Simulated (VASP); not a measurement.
Consider the following.

```xyz
2
Lattice="0.0000 3.0072 3.0072 3.0072 0.0000 3.0072 3.0072 3.0072 0.0000" Properties=species:S:1:pos:R:3 pbc="T T T"
Hg     0.0000     0.0000     0.0000
S      1.5036     1.5036     1.5036
```

The numbers are results of rev-vdW-DF2, VASP's PBE PAW potentials (set 64) (plane waves; VASP 6.6.1), not measurements. Run with 520 eV cut-off, 11×11×11 Γ-centred mesh, first-order Methfessel-Paxton smearing of 0.10 eV, potentials Hg S.

Unless said otherwise, spin-orbit coupling is left out, though it shifts the bands of the heavy elements here.

Estimate the energy per atom (σ→0), pressure, band gap (on the k-mesh) with the smallest direct gap where there is one.

```
Item                                                        Result
------------------------  ----------------------------------------
band gap (on the k-mesh)  none (metal, semimetal or under 0.01 eV)
energy per atom (σ→0)                        -39.8 kJ/mol of atoms
pressure                                                -15.2 kbar
```

Only differences to runs with the same potentials and settings are physical.

The compound is HgS in the zinc blende structure, metacinnabar; cinnabar is the stable form. This cell is one point of a volume scan, at 1.03 of the reference volume.
